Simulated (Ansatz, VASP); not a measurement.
NaCu in VASP and in Ansatz

File INCAR:

```
ALGO = Normal ; EDIFF = 1E-7
ENCUT = 520 ; GGA = PE
ISIF = 2 ; ISMEAR = -1
LASPH = True ; LCHARG = False
LMAXMIX = 4 ; LREAL = False
LWAVE = False ; NBANDS = 16
NELM = 100 ; PREC = Accurate
SIGMA = 0.05
```

The input KPOINTS:

```
k-points
0
Gamma
  9 9 7
```

Contents of POSCAR:

```
NaCu
1.0
    2.9422367500      0.0000000000      0.0000000000
    0.0000000000      2.9422367500      0.0000000000
    0.0000000000      0.0000000000      4.0409127600
Na Cu
1 1
Direct
    0.0000000000      0.0000000000      0.0000000000
    0.5000000000      0.5000000000      0.5000000000
```

File KPOINTS_OPT:

```
path GXMGZRAZ,XR,MA
15
line-mode
reciprocal
 0.0000000000  0.0000000000  0.0000000000  G
 0.0000000000  0.5000000000  0.0000000000  X

 0.0000000000  0.5000000000  0.0000000000  X
 0.5000000000  0.5000000000  0.0000000000  M

 0.5000000000  0.5000000000  0.0000000000  M
 0.0000000000  0.0000000000  0.0000000000  G

 0.0000000000  0.0000000000  0.0000000000  G
 0.0000000000  0.0000000000  0.5000000000  Z

 0.0000000000  0.0000000000  0.5000000000  Z
 0.0000000000  0.5000000000  0.5000000000  R

 0.0000000000  0.5000000000  0.5000000000  R
 0.5000000000  0.5000000000  0.5000000000  A

 0.5000000000  0.5000000000  0.5000000000  A
 0.0000000000  0.0000000000  0.5000000000  Z

 0.0000000000  0.5000000000  0.0000000000  X
 0.0000000000  0.5000000000  0.5000000000  R

 0.5000000000  0.5000000000  0.0000000000  M
 0.5000000000  0.5000000000  0.5000000000  A
```

input.yaml

```yaml
crystal:
  lattice:
    - [2.94223675, 0.0, 0.0]
    - [0.0, 2.94223675, 0.0]
    - [0.0, 0.0, 4.04091276]
  atoms:
    - { symbol: Na, position: [0.0, 0.0, 0.0] }
    - { symbol: Cu, position: [0.5, 0.5, 0.5] }
hamiltonian:
  xc: pbe
  pseudopotentials: { kind: paw }
kpoints:
  mp_grid: { grid: [9, 9, 7] }
  band_path:
    path:
      - [[0.0, 0.0, 0.0], [0.0, 0.5, 0.0], [0.5, 0.5, 0.0], [0.0, 0.0, 0.0], [0.0, 0.0, 0.5], [0.0, 0.5, 0.5], [0.5, 0.5, 0.5], [0.0, 0.0, 0.5]]
      - [[0.0, 0.5, 0.0], [0.0, 0.5, 0.5]]
      - [[0.5, 0.5, 0.0], [0.5, 0.5, 0.5]]
    npoints: 14
scf:
  occupations: { method: fermi_dirac, width: 0.05 }
  n_extra_bands: 6
output:
  forces: true
  stress: true
  eigenvalues: true
  fatbands: false
```

The cell was built by a generator and needn't be a form met in nature.

Alike in both runs: task band structure; functional PBE; k mesh 9 × 9 × 7; occupations fermi-dirac, width 0.05 eV; no spin polarisation.

|  | VASP | Ansatz |
| --- | --- | --- |
| version | VASP 6.6.1 | Ansatz 0.2.0 |
| potentials or method | VASP PAW PBE potentials, release 64 (Na_pv, Cu) | Ansatz PAW |
| plane-wave cutoff (eV) | 520 | 420 |
| valence electrons in the cell | 18 | 28 |

```csv
,VASP,Ansatz,Ansatz less VASP
gap on the k mesh at the Fermi level (eV),none,none,-
pressure (GPa),3.1,3.0,-0.13
largest component of the traceless stress (GPa),2.34,2.41,+0.072
```

A gap of «none» marks a metal or a gap that the smearing closes. The two sets of potentials don't hold the same shells in valence.
